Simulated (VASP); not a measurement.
# GeCN2 (R-3m) in VASP: settings compared, part 2 of 2

VASP 6.6.1. The steps go on from the part before.

## Step 3: Relaxation of cell and atoms, LDA

INCAR

```
SYSTEM = GeCN2
ALGO = Fast
EDIFF = 1E-7
EDIFFG = -0.005
ENCUT = 600
IBRION = 2
ISIF = 3
ISMEAR = 0
KPAR = 2
LASPH = .True.
LCHARG = .False.
LREAL = .False.
LWAVE = .False.
NELM = 100
NSW = 60
PREC = Accurate
SIGMA = 0.02
```

KPOINTS

```
k-points
0
Gamma
  8 8 8
  0 0 0
```

POSCAR

```
GeCN2
1.0
    1.7937903697      1.0356453528      4.9219572124
   -1.7937903697      1.0356453528      4.9219572124
    0.0000000000     -2.0712907056      4.9219572124
Ge N C
1 2 1
Direct
    0.0000000000      0.0000000000      0.0000000000
    0.5839044000      0.5839044000      0.5839044000
    0.4160956000      0.4160956000      0.4160956000
    0.5000000000      0.5000000000      0.5000000000
```

Potentials or basis: VASP PAW LDA potentials, release 64 (Ge_d, N, C).

Started as:

```sh
> cat potpaw_LDA.64/Ge_d/POTCAR potpaw_LDA.64/N/POTCAR potpaw_LDA.64/C/POTCAR > POTCAR
> mpirun -np 2 vasp_std > vasp.out
```

OUTCAR:

```text
SYSTEM = GeCN2
   EDIFF = 1E-7
   EDIFFG = -0.005
   ENCUT = 600
   IBRION = 2
   ISIF = 3
   ISMEAR = 0
   LASPH = .True.
   LREAL = .False.
   NELM = 100
   NSW = 60
   PREC = Accurate

 ion  position               nearest neighbor table
   1  0.000  0.000  0.000-
   2  0.584  0.584  0.584-   4 1.24
   3  0.416  0.416  0.416-   4 1.24
   4  0.500  0.500  0.500-   2 1.24   3 1.24

  LATTYP: Found a trigonal (rhomboedric) cell.
 ALAT       =     5.3400288377
 COS(alpha) =     0.7743235887

  Lattice vectors:

 A1 = (   1.7937903697,   1.0356453528,   4.9219572124)
 A2 = (  -1.7937903697,   1.0356453528,   4.9219572124)
 A3 = (   0.0000000000,  -2.0712907056,   4.9219572124)

Analysis of symmetry for initial positions (statically):
[... 306 lines left out ...]
      5     -20.7196      2.00000
      6     -15.5057      2.00000
[... 493 lines left out ...]
     17       9.1887      0.00000
     18       9.9588      0.00000

 [... further k-points ...]

[... ionic steps 4 to 14 ...]

--------------------------------------- Ionic step       15  -------------------------------------------

 number of electron      27.9999999 magnetization

------------------------ aborting loop because EDIFF is reached ----------------------------------------
[... 71 lines left out ...]
--------------------------------------- Ionic step       17  -------------------------------------------

 number of electron      27.9999999 magnetization

 Free energy of the ion-electron system (eV)
  ---------------------------------------------------
  ext. energy  EPLUGINS =         0.00000000
  ---------------------------------------------------
  free energy    TOTEN  =       -32.26712357 eV

  energy without entropy =      -32.26712357  energy(sigma->0) =      -32.26712357

 E-fermi :   4.6878     XC(G=0): -10.6647

 val. band max:        4.5149469418   @ k =   0.5000   0.5000   0.2500
 cond. band min:       5.2175959707   @ k =   0.5000   0.5000   0.5000
 fundamental gap:      0.7026490289
 Fermi energy:         4.6877624841

 k-point     1 :       0.0000    0.0000    0.0000
  band No.  band energies     occupation
      1     -20.4388      2.00000
      2     -20.4388      2.00000
      3     -20.4366      2.00000
      4     -20.4191      2.00000
      5     -20.4191      2.00000
      6     -15.3212      2.00000
[... 526 lines left out ...]
  FREE ENERGIE OF THE ION-ELECTRON SYSTEM (eV)
  ---------------------------------------------------
  free  energy   TOTEN  =       -32.2671235672 eV

  energy  without entropy=      -32.2671235672  energy(sigma->0) =      -32.26712357

 reached required accuracy - stopping structural energy minimisation
```

Run time: 25 min. Hardware: 2 MPI ranks of AMD EPYC 7R13 (Zen 3), shared host; peak memory 0.3 GiB.

What came out:

- Free energy: -32.2671 eV
- Relaxed volume: 12.46 Å³/atom
- Relaxed cell: a = 5.253 Å, b = 5.253 Å, c = 5.253 Å, α = 38.22°, β = 38.22°, γ = 38.22°
- Space group after relaxing (to 0.05 Å): R-3m (No. 166)
- Energy gained by relaxing: 24.4 meV/atom
- Ionic steps: 17
- Pressure after relaxing: 0.0 GPa
- Band gap on the k mesh: 0.70 eV, indirect (least direct gap 1.37 eV)

Step by step:
| step | energy change (eV) | largest force (eV/Å) | pressure (GPa) | volume (Å³) |
| --- | --- | --- | --- | --- |
| 1 | 0.0000 | 0.1930 | -6.42 | 54.86 |
| 2 | 0.0832 | 4.0513 | 9.03 | 50.61 |
| 3 | -0.0340 | 1.1448 | -1.64 | 53.32 |
| 4 | -0.0863 | 0.2977 | -0.67 | 51.22 |
| 5 | -0.0930 | 0.0818 | -0.11 | 50.25 |
| 6 | -0.0930 | 0.1070 | -0.09 | 50.19 |
| 7 | -0.0930 | 0.1308 | -0.04 | 50.13 |
| 8 | -0.0942 | 0.0754 | 0.15 | 50.03 |
| 9 | -0.0962 | 0.0932 | 0.74 | 49.75 |
| 10 | -0.0969 | 0.0271 | 0.34 | 49.76 |
| 11 | -0.0971 | 0.1297 | 0.01 | 49.77 |
| 12 | -0.0973 | 0.1135 | -0.01 | 49.78 |
| 13 | -0.0976 | 0.0643 | -0.09 | 49.79 |
| 14 | -0.0977 | 0.0361 | 0.20 | 49.78 |
| 15 | -0.0977 | 0.0049 | 0.07 | 49.79 |
| 16 | -0.0977 | 0.0042 | 0.06 | 49.80 |
| 17 | -0.0977 | 0.0017 | 0.03 | 49.83 |

Final structure:
```yaml
crystal:
  lattice:
    - [1.71980, 0.99293, 4.86297]
    - [-1.71980, 0.99293, 4.86297]
    - [0.00000, -1.98586, 4.86297]
  atoms:
    - { symbol: Ge, position: [0.00000, 0.00000, 0.00000] }
    - { symbol: N, position: [0.58453, 0.58453, 0.58453] }
    - { symbol: N, position: [0.41547, 0.41547, 0.41547] }
    - { symbol: C, position: [0.50000, 0.50000, 0.50000] }
```

Levels at points of the mesh, in eV from the valence-band top:
```
           k point  band 12  band 13  band 14  band 15  band 16  band 17
(0.00, 0.00, 0.00)    -2.47    -2.47    -1.74     2.38     3.10     3.10
(0.50, 0.00, 0.00)    -4.79    -3.93    -3.44     2.73     4.48     5.06
(0.50, 0.50, 0.00)    -6.19    -2.35    -0.13     1.57     1.65     4.09
(0.50, 0.50, 0.50)    -2.55    -2.55    -0.67     0.70     4.52     4.52
```

Caveat: the standard files for N, O and F lose accuracy on very short bonds.

## Step 4: For comparison

An earlier run on the cell as given: functional PBEsol; potentials or basis VASP PAW PBE potentials, release 64 (Ge_d, N, C); cutoff 520 eV; k mesh 9 × 9 × 9; occupations fermi-dirac, width 0.05 eV; no spin polarisation.

- Pressure: -3.1 GPa
- Largest force: 0.190 eV/Å
- Band gap on the k mesh: 1.00 eV, indirect (least direct gap 1.82 eV)

## Step 5: Overview

| task | level | potentials or basis | cell | k mesh | cutoff (eV) | smearing | ladder | gap on the mesh (eV) | pressure (GPa) | relaxed volume (Å³/atom) |
| --- | --- | --- | --- | --- | --- | --- | --- | --- | --- | --- |
| relaxation of cell and atoms | PBE | VASP PAW PBE potentials, release 64 (Ge_d, N, C) | relaxed | 8 × 8 × 8 | 600 | gaussian 0.02 eV | gaps | 1.03 | 0.0 | 13.70 |
| relaxation of cell and atoms | LDA | VASP PAW LDA potentials, release 64 (Ge_d, N, C) | relaxed | 8 × 8 × 8 | 600 | gaussian 0.02 eV | gaps | 0.70 | 0.0 | 12.46 |
| single point | PBEsol | VASP PAW PBE potentials, release 64 (Ge_d, N, C) | as given | 9 × 9 × 9 | 520 | fermi-dirac 0.05 eV | free | 1.00 | -3.1 | - |

Alike in all rows: no spin polarisation.

Caveats: the standard files for N, O and F lose accuracy on very short bonds; the PAW data sets were made with another functional, which shifts forces and pressure a little (some runs); an odd mesh through Γ misses points on the zone boundary, where band edges often lie (some runs).

Absolute energies hang on the potentials; compare differences alone.
